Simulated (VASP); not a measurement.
Crystal: TiO2.

```
Ti O
1.0
    -1.89127    1.89127    4.80751
     1.89127   -1.89127    4.80751
     1.89127    1.89127   -4.80751
Ti O
2 4
Direct
  0.00000 0.00000 0.00000
  0.75000 0.25000 0.50000
  0.95715 0.45715 0.50000
  0.20715 0.20715 0.00000
  0.54285 0.04285 0.50000
  0.79285 0.79285 0.00000
```

The cell is a database's computed one.

```yaml
Program: VASP 6.6.1
Task: relaxation of cell and atoms
Functional: PBE
Potentials_or_basis: VASP PAW PBE potentials, release 64 (Ti_sv, O)
Cutoff: 600 eV
k_mesh: 11 × 11 × 11
Occupations: gaussian, width 0.02 eV
Spin: no spin polarisation
```

At the start: pressure 3.9 GPa; volume 11.46 Å³/atom.

How do energy, volume and symmetry change on relaxing?

Over 16 steps the energy falls by 2.6 meV/atom and the volume is 11.69 Å³/atom (+2.0 %); space group I4_1/amd (No. 141, to 0.05 Å).

Step by step:
```tsv
step	energy change (eV)	largest force (eV/Å)	pressure (GPa)	volume (Å³)
1	0.0000	0.0665	3.92	68.78
2	0.0085	0.1943	-4.42	71.61
3	-0.0149	0.0535	0.03	70.02
4	-0.0149	0.0510	0.09	69.99
5	-0.0152	0.0142	0.09	70.04
6	-0.0152	0.0052	0.07	70.05
7	-0.0153	0.0072	-0.02	70.12
8	-0.0152	0.0153	-0.51	70.31
9	-0.0153	0.0114	-0.31	70.21
10	-0.0153	0.0107	-0.27	70.19
11	-0.0154	0.0094	-0.24	70.19
12	-0.0155	0.0066	-0.17	70.18
13	-0.0155	0.0008	-0.05	70.17
14	-0.0155	0.0026	-0.08	70.18
15	-0.0155	0.0019	-0.07	70.18
16	-0.0155	0.0007	-0.03	70.16
```

Final structure:
```
Ti O
1.0
    -1.90091    1.90091    4.85400
     1.90091   -1.90091    4.85400
     1.90091    1.90091   -4.85400
Ti O
2 4
Cartesian
  0.0000 0.0000 0.0000
  0.0000 1.9009 2.4270
  0.0000 1.9009 4.4317
  0.0000 0.0000 2.0047
  0.0000 1.9009 0.4223
  0.0000 0.0000 7.7033
```
